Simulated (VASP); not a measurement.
Calculation: optB88-vdW, VASP's PBE PAW potentials (set 64) (plane waves; VASP).

VASP ran on this input.

**POSCAR**
```
GaSb
1
   -0.0000000000     3.1024030272     3.1024030272
    3.1024030272    -0.0000000000     3.1024030272
    3.1024030272     3.1024030272    -0.0000000000
Ga Sb
1 1
Direct
  0.0000000000   0.0000000000   0.0000000000
  0.2500000000   0.2500000000   0.2500000000
```

### KPOINTS
```
Automatic mesh
0
Gamma
9 9 9
0 0 0
```

**INCAR**
```
SYSTEM = GaSb
PREC = Accurate
ENCUT = 520
EDIFF = 1E-6
NELM = 100
ALGO = Normal
LREAL = .FALSE.
LASPH = .TRUE.
ISMEAR = 1
SIGMA = 0.1
GGA = BO
PARAM1 = 0.1833333333
PARAM2 = 0.22
LUSE_VDW = .TRUE.
AGGAC = 0.0
LMAXMIX = 4
LWAVE = .FALSE.
LCHARG = .FALSE.
IBRION = 2
ISIF = 3
NSW = 60
EDIFFG = -0.01
```

POTCAR, in this order: Ga_d Sb (PBE.64 set). Program: vasp_std.

The resulting files:

OUTCAR:
```
 ion  position               nearest neighbor table
   1  0.000  0.000  0.000-   2 2.69   2 2.69   2 2.69   2 2.69
   2  0.250  0.250  0.250-   1 2.69   1 2.69   1 2.69   1 2.69
  LATTYP: Found a face centered cubic cell.
 ALAT       =     6.2048060544
 Subroutine PRICEL returns:
 Original cell was already a primitive cell.
 Subroutine GETGRP returns: Found 24 space group operations
The static configuration has the point symmetry T_d .
The dynamic configuration has the point symmetry T_d .
 Subroutine INISYM returns: Found 24 space group operations
 Subroutine IBZKPT returns following result:
 Found     35 irreducible k-points:

 Following reciprocal coordinates:
            Coordinates               Weight
  0.000000  0.000000  0.000000      1.000000
  0.111111  0.000000  0.000000      8.000000
  0.222222  0.000000  0.000000      8.000000
  0.333333  0.000000  0.000000      8.000000
  0.444444  0.000000  0.000000      8.000000
  0.111111  0.111111  0.000000      6.000000
  0.222222  0.111111  0.000000     24.000000
  0.333333  0.111111  0.000000     24.000000
  0.444444  0.111111  0.000000     24.000000
...
```

**OSZICAR**
```
       N       E                     dE             d eps       ncg     rms          rms(c)
DAV:   1     0.825734190070E+02    0.82573E+02   -0.88833E+03   910   0.169E+03
DAV:   2     0.381592839551E+01   -0.78757E+02   -0.76531E+02  1000   0.307E+02
DAV:   3    -0.184060034867E+01   -0.56565E+01   -0.56017E+01  1180   0.724E+01
DAV:   4    -0.194212610246E+01   -0.10153E+00   -0.10149E+00  1045   0.107E+01
DAV:   5    -0.194496229966E+01   -0.28362E-02   -0.28361E-02  1177   0.153E+00    0.271E+00
DAV:   6    -0.189676245489E+01    0.48200E-01   -0.61271E-02  1165   0.360E+00    0.163E+00
DAV:   7    -0.187926247112E+01    0.17500E-01   -0.56721E-02  1033   0.179E+00    0.282E-01
DAV:   8    -0.187959315502E+01   -0.33068E-03   -0.39453E-03  1115   0.826E-01    0.789E-02
DAV:   9    -0.187979443792E+01   -0.20128E-03   -0.48016E-04   955   0.246E-01    0.276E-02
DAV:  10    -0.187981011002E+01   -0.15672E-04   -0.25611E-05  1081   0.408E-02    0.988E-03
DAV:  11    -0.187981936822E+01   -0.92582E-05   -0.99262E-06   935   0.318E-02    0.493E-03
DAV:  12    -0.187981961347E+01   -0.24526E-06   -0.28667E-07   740   0.551E-03
   1 F= -.18798196E+01 E0= -.18798138E+01  d E =-.187982E+01
```

OUTCAR:
```
------------------------ aborting loop because EDIFF is reached ----------------------------------------
  FORCE on cell =-STRESS in cart. coord.  units (eV):
  Direction    XX          YY          ZZ          XY          YZ          ZX
  --------------------------------------------------------------------------------------
  Total       -0.0142969     -0.0142969     -0.0142969      0.0000000      0.0000000      0.0000000
  in kB       -0.3835542     -0.3835542     -0.3835542      0.0000000      0.0000000      0.0000000
  external PRESSURE =      -0.3835542 kB  Pullay stress =       0.0000000 kB
  volume of cell :       59.72
      direct lattice vectors                 reciprocal lattice vectors
     0.000000000  3.102403027  3.102403027    -0.161165392  0.161165392  0.161165392
     3.102403027  0.000000000  3.102403027     0.161165392 -0.161165392  0.161165392
     3.102403027  3.102403027  0.000000000     0.161165392  0.161165392 -0.161165392
  FREE ENERGIE OF THE ION-ELECTRON SYSTEM (eV)
  ---------------------------------------------------
  free  energy   TOTEN  =        -1.8798196135 eV

  energy  without entropy=       -1.8798021679  energy(sigma->0) =       -1.87981380

 reached required accuracy - stopping structural energy minimisation
```
(Selected blocks of OUTCAR.)

The compound is GaSb in the zinc blende structure. It was relaxed first, which changed the volume by +5 %. The start is the result of an earlier pass.
